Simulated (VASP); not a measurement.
Given:

```
PtSe2
1.0
    1.86452    -3.22944     0.00000
    1.86452     3.22944     0.00000
    0.00000     0.00000     5.37282
Pt Se
1 2
Cartesian
  0.00000   0.00000   0.00000
  1.86452   1.07648   1.29800
  1.86452  -1.07648   4.07482
```

These are revTPSS meta-GGA, VASP's PBE PAW potentials (set 64) (plane waves; VASP) values and carry that method's errors. Run with 520 eV cut-off, 11×11×7 Γ-centred mesh, tetrahedra with Blöchl corrections, potentials Pt Se.

Without a dispersion term in the relaxation, distances and binding between the weakly bound layers, chains or molecules are unreliable, and so is what depends on them.

Q: Give the energies of bands 3 to 14 at the high-symmetry points, in eV from the Fermi level.

A: 
```
band      Γ      M      K      A      L      H
----  -----  -----  -----  -----  -----  -----
3     -7.07  -7.30  -6.71  -6.30  -7.54  -6.35
4     -6.33  -5.76  -6.10  -6.30  -5.89  -6.35
5     -6.33  -5.32  -6.10  -5.72  -5.65  -6.29
6     -4.08  -4.50  -4.76  -4.10  -5.02  -4.55
7     -4.08  -3.57  -4.76  -4.10  -3.60  -4.55
8     -2.72  -3.55  -3.82  -2.91  -3.57  -3.99
9     -1.08  -3.47  -2.95  -1.91  -3.27  -3.76
10    -1.08  -3.31  -1.95  -1.36  -2.86  -2.53
11    -0.02  -3.03  -1.95  -1.36  -1.69  -2.53
12     1.57   0.72   0.02   2.11   1.12   1.62
13     1.57   2.07   0.02   2.11   1.46   1.62
14     3.83   4.51   4.11   4.63   4.17   6.34
```

It has no gap at this level: it comes out as a metal or semimetal.

The compound is PtSe2 in the 1T layered structure. It was relaxed first, which changed the volume by +6 %.
